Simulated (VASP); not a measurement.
Input:

```
CELL_PARAMETERS angstrom
      0.00000     2.72500     2.72500
      2.72500     0.00000     2.72500
      2.72500     2.72500     0.00000
ATOMIC_POSITIONS crystal
  Ga 0.00000 0.00000 0.00000
  P  0.25000 0.25000 0.25000
```

Calculation: PBEsol GGA, VASP's PBE PAW potentials (set 64) (plane waves; VASP). Run with 300 eV cut-off, 10×10×10 Γ-centred mesh, Fermi-Dirac smearing of 0.010 eV, potentials Ga_d P.

Problem. What does the run give for the energy per atom (σ→0)?

Solution. 
* **energy per atom (σ→0)**: -4.961 eV/atom

The structure is a typed GaP crystal. The cell was not relaxed at this level.
